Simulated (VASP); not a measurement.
## TiO2: relaxation of cell and atoms with PBE

Crystal: TiO2.

```
Ti O
1.0
     4.59220    0.00000    0.00000
     0.00000    4.59220    0.00000
     0.00000    0.00000    2.95740
Ti O
2 4
Direct
  0.00000 0.00000 0.00000
  0.50000 0.50000 0.50000
  0.30496 0.30496 0.00000
  0.19504 0.80496 0.50000
  0.69504 0.69504 0.00000
  0.80496 0.19504 0.50000
```

| Item | Value |
| --- | --- |
| Program | VASP 6.6.1 |
| Task | relaxation of cell and atoms |
| Functional | PBE |
| Potentials or basis | VASP PAW PBE potentials, release 64 (Ti_sv, O) |
| Cutoff | 600 eV |
| k mesh | 6 × 6 × 10 |
| Occupations | gaussian, width 0.02 eV |
| Spin | no spin polarisation |
| Further INCAR settings | ALGO = Normal; EDIFF = 1e-07; IBRION = 2; EDIFFG = -0.005; NSW = 90; ISIF = 3 |

- Relaxed volume: 10.67 Å³/atom
- Relaxed cell: a = 4.645 Å, b = 4.645 Å, c = 2.967 Å, α = 90.00°, β = 90.00°, γ = 90.00°
- Space group after relaxing (to 0.05 Å): P4_2/mnm (No. 136)
- Energy gained by relaxing: 5.0 meV/atom
- Ionic steps: 8
- Pressure after relaxing: 0.0 GPa
- Band gap on the k mesh: 1.82 eV, direct

Forces in eV/Å, atoms in the order of the input:
```
Ti   0.000  0.000  0.000
Ti   0.000  0.000  0.000
O    0.002  0.002  0.000
O   -0.002  0.002  0.000
O   -0.002 -0.002  0.000
O    0.002 -0.002  0.000
```

Step by step:
| step | energy change (eV) | largest force (eV/Å) | pressure (GPa) | volume (Å³) |
| --- | --- | --- | --- | --- |
| 1 | 0.0000 | 0.1241 | 5.83 | 62.37 |
| 2 | 0.0143 | 0.2347 | -6.47 | 65.84 |
| 3 | -0.0277 | 0.0461 | -0.02 | 63.89 |
| 4 | -0.0277 | 0.0429 | 0.08 | 63.86 |
| 5 | -0.0295 | 0.0151 | 0.09 | 63.94 |
| 6 | -0.0297 | 0.0018 | 0.10 | 63.98 |
| 7 | -0.0297 | 0.0042 | -0.11 | 64.05 |
| 8 | -0.0298 | 0.0026 | -0.01 | 64.01 |

Final structure:
```
Ti O
1.0
     4.64499    0.00000    0.00000
     0.00000    4.64499    0.00000
     0.00000    0.00000    2.96676
Ti O
2 4
Cartesian
  0.0000 0.0000 0.0000
  2.3225 2.3225 1.4834
  1.4165 1.4165 0.0000
  0.9059 3.7390 1.4834
  3.2284 3.2284 0.0000
  3.7390 0.9059 1.4834
```

Levels at points of the mesh, in eV from the valence-band top:
| k point | band 21 | band 22 | band 23 | band 24 | band 25 | band 26 | band 27 | band 28 |
| --- | --- | --- | --- | --- | --- | --- | --- | --- |
| (0.00, 0.00, 0.00) | -0.67 | -0.43 | -0.43 | 0.00 | 1.82 | 2.10 | 2.37 | 2.45 |
| (0.50, 0.00, 0.00) | -1.56 | -1.56 | -0.71 | -0.71 | 2.47 | 2.47 | 2.93 | 2.93 |
| (0.50, 0.50, 0.00) | -1.25 | -1.25 | -1.04 | -1.04 | 1.86 | 1.86 | 2.47 | 2.47 |
| (0.00, 0.00, 0.50) | -2.23 | -2.23 | -1.40 | -1.40 | 2.87 | 2.87 | 3.13 | 3.13 |
| (0.50, 0.00, 0.50) | -1.98 | -1.98 | -0.99 | -0.99 | 1.87 | 1.87 | 3.14 | 3.14 |
| (0.50, 0.50, 0.50) | -1.21 | -1.21 | -0.67 | -0.67 | 2.52 | 2.52 | 3.13 | 3.13 |

Run time: 7.1 min on 1 thread of AMD EPYC 9R14 (Zen 4), on a shared host, peak memory 0.24 GiB.

A k mesh can miss the band edges. Zero-point motion and thermal expansion aren't in these numbers.
